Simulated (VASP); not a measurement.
Consider the following.

```xyz
2
Lattice="0.0000 2.2327 2.2327 2.2327 0.0000 2.2327 2.2327 2.2327 0.0000" Properties=species:S:1:pos:R:3 pbc="T T T"
Hf     0.0000     0.0000     0.0000
N      2.2327     2.2327     2.2327
```

Calculation: PBEsol GGA, VASP's PBE PAW potentials (set 64) (plane waves; VASP 6.6.1). Settings: 620 eV cut-off, 14×14×14 Γ-centred mesh, first-order Methfessel-Paxton smearing of 0.10 eV, potentials Hf_pv N.

Question: The ions, cell shape and volume at an external pressure of 10.0 GPa are relaxed. Which structure does the run end with?

Answer: 
```xyz
2
Lattice="0.0000 2.2212 2.2212 2.2212 0.0000 2.2212 2.2212 2.2212 0.0000" Properties=species:S:1:pos:R:3 pbc="T T T"
Hf     0.0000     0.0000     0.0000
N      2.2212     2.2212     2.2212
```
Space group Fm-3m (225), at a tolerance of 0.03 Å.

Question: How do energy and volume change from the first to the last step?

Answer: The energy (σ→0) changes by +7.9 meV/atom and the volume by -1.5 %, in 3 ionic steps.

The compound is HfN in the rock salt structure. This run relaxes it under an external pressure of 10 GPa. Symmetry was kept, so distortions that lower it aren't found. The electron count is odd and the run is not spin-polarised, which forces a metal.
